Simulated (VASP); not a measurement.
VASP ran on this input.

File KPOINTS:
```
Automatic mesh
0
Gamma
10 10 10
0 0 0
```

**INCAR**
```
SYSTEM = MoSi2
PREC = Accurate
ENCUT = 400
EDIFF = 1E-6
NELM = 100
ALGO = Normal
LREAL = .FALSE.
LASPH = .TRUE.
ISMEAR = 1
SIGMA = 0.1
GGA = PE
LMAXMIX = 4
LWAVE = .FALSE.
LCHARG = .FALSE.
ISIF = 2
```

File POSCAR:
```
MoSi2
1
    1.6371000000    -1.6371000000     4.0035000000
   -1.6371000000     1.6371000000     4.0035000000
    1.6371000000     1.6371000000    -4.0035000000
Si Mo
2 1
Direct
  0.6650000000   0.6650000000   0.0000000000
  0.3350000000   0.3350000000   0.0000000000
  0.0000000000   0.0000000000   0.0000000000
```

POTCAR, in this order: Si Mo_sv (PBE.64 set). Program: vasp_std.

The run wrote:

**standard output**
```
 -----------------------------------------------------------------------------
|                                                                             |
|     EEEEEEE  RRRRRR   RRRRRR   OOOOOOO  RRRRRR      ###     ###     ###     |
|     E        R     R  R     R  O     O  R     R     ###     ###     ###     |
|     E        R     R  R     R  O     O  R     R     ###     ###     ###     |
|     EEEEE    RRRRRR   RRRRRR   O     O  RRRRRR       #       #       #      |
|     E        R   R    R   R    O     O  R   R                               |
|     E        R    R   R    R   O     O  R    R      ###     ###     ###     |
|     EEEEEEE  R     R  R     R  OOOOOOO  R     R     ###     ###     ###     |
|                                                                             |
|     ERROR: the triple product of the basis vectors is negative exchange     |
|     two basis vectors                                                       |
|                                                                             |
|       ---->  I REFUSE TO CONTINUE WITH THIS SICK JOB ... BYE!!! <----       |
|                                                                             |
 -----------------------------------------------------------------------------
```

### Question
Read input and log: which fault does this run have?
A) EDIFFG is positive, so the stop tests the energy change and not the forces
B) POTCAR lists the elements in another order than POSCAR
C) the mesh has unequal divisions along equivalent axes and breaks the lattice's symmetry
D) the lattice vectors form a left-handed set

### Answer
D, the lattice vectors form a left-handed set. VASP stops with an error: ERROR: the triple product of the basis vectors is negative exchange two basis vectors ----> I REFUSE TO CONTINUE WITH THIS SICK JOB ... BYE!!! <----

To mend it, correct POSCAR.
File POSCAR:
```
MoSi2
1
   -1.6371000000     1.6371000000     4.0035000000
    1.6371000000    -1.6371000000     4.0035000000
    1.6371000000     1.6371000000    -4.0035000000
Si Mo
2 1
Direct
  0.6650000000   0.6650000000   0.0000000000
  0.3350000000   0.3350000000   0.0000000000
  0.0000000000   0.0000000000   0.0000000000
```
The mended run (PBE GGA, plane waves, VASP's PBE PAW potentials (set 64)) converges, and its OSZICAR ends with
```
   1 F= -.23191858E+02 E0= -.23191851E+02  d E =-.203572E-04
```

The compound is MoSi2 in the MoSi2 type structure. The cell was not relaxed at this level.
